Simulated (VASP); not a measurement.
ClSnIH2, in a box:

```
CELL_PARAMETERS angstrom
13.00000 0.00000 0.00000
0.00000 12.00000 0.00000
0.00000 0.00000 13.00000
ATOMIC_POSITIONS crystal
Cl 0.36710 0.56314 0.52995
Sn 0.52250 0.49990 0.46384
I 0.63490 0.42575 0.62103
H 0.49477 0.39188 0.38420
H 0.58200 0.61162 0.41017
```

Program: VASP 6.6.1. Alike in all runs: task single point; no spin polarisation; cell as given; k mesh 1 × 1 × 1; smearing gaussian 0.01 eV. Hardware: 1 thread of AMD EPYC 9R45 96-Core Processor (Zen 5), on a shared host.

Question: Order these runs on this cell by their wall time, lowest first.
A. level PBE0+TS; potentials or basis VASP PAW PBE potentials, release 64 (Cl, Sn_d, I, H); cutoff (eV) 520; grid for exact exchange (PRECFOCK) Fast; exchange at q = 0 default
B. level SCAN; potentials or basis VASP PAW PBE potentials, release 64 (Cl, Sn_d, I, H); cutoff (eV) 520
C. level SCAN+D3(BJ); potentials or basis VASP PAW PBE potentials, release 64 (Cl_h, Sn_d, I, H_h); cutoff (eV) 900

Answer: A (290 s), B (630 s), C (1400 s).

Runs at the PBE level aren't shown here.
